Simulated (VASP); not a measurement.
Data:

```
Mn3Sn
1.0
    5.37946     0.00000     0.00000
   -2.68973     4.65875     0.00000
    0.00000     0.00000     4.26793
Mn Sn
6 2
Direct
  0.84788   0.69576   0.25000
  0.15212   0.84788   0.75000
  0.30424   0.15212   0.25000
  0.15212   0.30424   0.75000
  0.84788   0.15212   0.25000
  0.69576   0.84788   0.75000
  0.33333   0.66667   0.25000
  0.66667   0.33333   0.75000
```
Starting moments (μB, in the order of the record's atoms Mn Mn Mn Mn Mn Mn Sn Sn): 1.7 1.7 1.7 1.7 1.7 1.7 -0.1 -0.1.

All values below come from PBE GGA with D3 dispersion (Becke-Johnson damping), VASP's PBE PAW potentials (set 64) (plane waves; VASP). Run with 400 eV cut-off, 8×8×8 Γ-centred mesh, tetrahedra with Blöchl corrections, potentials Mn_pv Sn_d.

For a metal the tetrahedron method with Blöchl corrections gives inexact stress and forces. Unless said otherwise, spin-orbit coupling is left out, though it shifts the bands of the heavy elements here.

### Question
Predict the cell moment, energy per atom (σ→0), largest force, band gap (on the k-mesh) with the smallest direct gap where there is one.

### Answer

```
Property                                                     Value
------------------------  ----------------------------------------
band gap (on the k-mesh)  none (metal, semimetal or under 0.01 eV)
cell moment                                               10.16 μB
energy per atom (σ→0)                               -7.966 eV/atom
largest force                                           0.054 eV/Å
```

### Question
Give the moment on each site (PAW-sphere projection).

### Answer

| site | moment (μB) |
|---|---|
| Mn1 | 1.69 |
| Mn2 | 1.69 |
| Mn3 | 1.69 |
| Mn4 | 1.69 |
| Mn5 | 1.69 |
| Mn6 | 1.69 |
| Sn7 | -0.10 |
| Sn8 | -0.10 |

The structure comes from a measured Mn3Sn entry (P6_3/mmc) of the Crystallography Open Database, whose conditions weren't checked. It was relaxed first, which changed the volume by -15 %.
